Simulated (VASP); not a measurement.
These are r2SCAN meta-GGA, VASP's PBE PAW potentials (set 64) (plane waves; VASP 6.6.1) values and carry that method's errors.

VASP input:

File KPOINTS:
```
Automatic mesh
0
Gamma
8 8 8
0 0 0
```

**POSCAR**
```
AuAl2
1.0
  0.0075000000   3.0000000000   3.0000000000
  3.0075000000   0.0000000000   3.0075000000
  3.0000000000   3.0000000000   0.0075000000
Al Au
2 1
direct
  0.2500000000   0.2500000000   0.2500000000
  0.7500000000   0.7500000000   0.7500000000
  0.0000000000   0.0000000000   0.0000000000
```

**INCAR**
```
LMAXMIX  =  6   # l cut-off of mixed one-centre charges
LCHARG  =  .FALSE.
ISIF  =  2   # forces and stress, cell fixed
NELM  =  100
LREAL  =  .FALSE.   # projection in real space or not
LMIXTAU  =  .TRUE.
IBRION  =  2
LASPH  =  .TRUE.
SIGMA  =  0.1   # width (eV)
ISMEAR  =  1   # Methfessel-Paxton
ALGO  =  Normal   # blocked Davidson
EDIFFG  =  -0.01   # ionic stop
SYSTEM  =  AuAl2
METAGGA  =  R2SCAN
NSW  =  30
LWAVE  =  .FALSE.
EDIFF  =  1E-7
PREC  =  Accurate
ENCUT  =  480
```

POTCAR, in this order: Al Au (PBE.64 set). Program: vasp_std.

The resulting files:

### OSZICAR
```
       N       E                     dE             d eps       ncg     rms          rms(c)
DAV:   1     0.443452163396E+01    0.44345E+01   -0.70529E+03  2328   0.114E+03
DAV:   2    -0.688392787348E+02   -0.73274E+02   -0.67752E+02  2576   0.206E+02
DAV:   3    -0.708831565453E+02   -0.20439E+01   -0.19917E+01  2852   0.337E+01
DAV:   4    -0.709015407504E+02   -0.18384E-01   -0.18377E-01  2632   0.371E+00
DAV:   5    -0.709018395250E+02   -0.29877E-03   -0.29876E-03  2868   0.509E-01    0.102E+01
DAV:   6    -0.655670122364E+02    0.53348E+01   -0.90011E+00  2592   0.359E+01    0.553E+00
DAV:   7    -0.654773345456E+02    0.89678E-01   -0.62818E-01  2464   0.884E+00    0.240E+00
DAV:   8    -0.655436625843E+02   -0.66328E-01   -0.12882E-01  2380   0.267E+00    0.584E-01
DAV:   9    -0.655221830849E+02    0.21479E-01   -0.49395E-02  2352   0.185E+00    0.190E-01
DAV:  10    -0.655528817464E+02   -0.30699E-01   -0.17382E-02  2316   0.115E+00    0.136E-01
DAV:  11    -0.655525513934E+02    0.33035E-03   -0.82217E-04  2612   0.315E-01    0.611E-02
DAV:  12    -0.655530045616E+02   -0.45317E-03   -0.77243E-04  2324   0.318E-01    0.126E-02
DAV:  13    -0.655529738910E+02    0.30671E-04   -0.17644E-04  2364   0.165E-01    0.953E-03
DAV:  14    -0.655529681569E+02    0.57341E-05   -0.26806E-06  2872   0.190E-02    0.638E-03
DAV:  15    -0.655529675556E+02    0.60138E-06   -0.68507E-07  2556   0.845E-03    0.109E-03
DAV:  16    -0.655529667062E+02    0.84934E-06   -0.17840E-07  2152   0.467E-03    0.763E-04
DAV:  17    -0.655529667136E+02   -0.73383E-08   -0.59496E-08  1404   0.288E-03
   1 F= -.65552967E+02 E0= -.65552800E+02  d E =-.655530E+02
       N       E                     dE             d eps       ncg     rms          rms(c)
DAV:   1    -0.655530713474E+02   -0.10464E-03   -0.82164E-04  2312   0.216E-01    0.104E-02
DAV:   2    -0.655530728595E+02   -0.15121E-05   -0.18028E-05  2732   0.334E-02    0.599E-03
DAV:   3    -0.655530721176E+02    0.74186E-06   -0.17128E-06  2604   0.108E-02    0.177E-03
DAV:   4    -0.655530726744E+02   -0.55679E-06   -0.24986E-07  2560   0.424E-03    0.865E-04
DAV:   5    -0.655530719307E+02    0.74370E-06   -0.21873E-07  2256   0.434E-03    0.249E-04
DAV:   6    -0.655530726102E+02   -0.67949E-06   -0.10714E-07  1580   0.300E-03    0.144E-04
DAV:   7    -0.655530724387E+02    0.17155E-06   -0.93404E-09  1164   0.829E-04    0.473E-05
DAV:   8    -0.655530725245E+02   -0.85832E-07   -0.49274E-10  1164   0.248E-04
   2 F= -.65553073E+02 E0= -.65552907E+02  d E =-.105811E-03
       N       E                     dE             d eps       ncg     rms          rms(c)
DAV:   1    -0.655531676618E+02   -0.95223E-04   -0.45410E-03  2312   0.509E-01    0.243E-02
DAV:   2    -0.655531756731E+02   -0.80113E-05   -0.99453E-05  2728   0.783E-02    0.141E-02
DAV:   3    -0.655531731739E+02    0.24992E-05   -0.93455E-06  2604   0.251E-02    0.418E-03
DAV:   4    -0.655531745450E+02   -0.13711E-05   -0.13320E-06  2700   0.957E-03    0.202E-03
DAV:   5    -0.655531730677E+02    0.14773E-05   -0.12486E-06  2520   0.101E-02    0.591E-04
DAV:   6    -0.655531746949E+02   -0.16271E-05   -0.65761E-07  2444   0.725E-03    0.340E-04
DAV:   7    -0.655531744557E+02    0.23912E-06   -0.43612E-08  1256   0.191E-03    0.108E-04
DAV:   8    -0.655531745921E+02   -0.13638E-06   -0.31748E-09  1172   0.677E-04    0.118E-05
DAV:   9    -0.655531744957E+02    0.96428E-07   -0.18219E-09  1156   0.461E-04
   3 F= -.65553174E+02 E0= -.65553015E+02  d E =-.207782E-03
```

OUTCAR:
```
------------------------ aborting loop because EDIFF is reached ----------------------------------------
  FORCE on cell =-STRESS in cart. coord.  units (eV):
  Direction    XX          YY          ZZ          XY          YZ          ZX
  --------------------------------------------------------------------------------------
  Total        0.0205313      0.0299846      0.0205313      0.0000000      0.0000000     -0.0725253
  in kB        0.6091663      0.8896463      0.6091663      0.0000000      0.0000000     -2.1518361
  external PRESSURE =       0.7026596 kB  Pullay stress =       0.0000000 kB
  volume of cell :       54.00
      direct lattice vectors                 reciprocal lattice vectors
     0.007500000  3.000000000  3.000000000    -0.167084378  0.166666667  0.167084378
     3.007500000  0.000000000  3.007500000     0.166251039 -0.166666667  0.166251039
     3.000000000  3.000000000  0.007500000     0.167084378  0.166666667 -0.167084378
 POSITION                                       TOTAL-FORCE (eV/Angst)
 -----------------------------------------------------------------------------------
      1.50375      1.49419      1.50375         0.000000      0.000207      0.000000
      4.51125      4.50581      4.51125        -0.000000     -0.000207     -0.000000
      0.00000      0.00000      0.00000        -0.000000     -0.000000     -0.000000
 -----------------------------------------------------------------------------------
    total drift:                               -0.000000      0.000000      0.000000
  FREE ENERGIE OF THE ION-ELECTRON SYSTEM (eV)
  ---------------------------------------------------
  free  energy   TOTEN  =       -65.5531744957 eV

  energy  without entropy=      -65.5526951420  energy(sigma->0) =      -65.55301471

 reached required accuracy - stopping structural energy minimisation
```
(Selected blocks of OUTCAR.)

CONTCAR:
```
AuAl2
   1.00000000000000
     0.0075000000000000    3.0000000000000000    3.0000000000000000
     3.0074999999999998    0.0000000000000000    3.0074999999999998
     3.0000000000000000    3.0000000000000000    0.0075000000000000
  Al              Au
     2     1
Direct
     0.2490316315130698    0.2509683684869302    0.2490316315130698
     0.7509683684869302    0.7490316315130698    0.7509683684869302
     0.0000000000000000    0.0000000000000000    0.0000000000000000
```

The compound is AuAl2 in the fluorite structure. This cell was strained or had an atom moved on purpose. Symmetry was kept, so distortions that lower it aren't found. The electron count is odd and the run is not spin-polarised, which forces a metal.
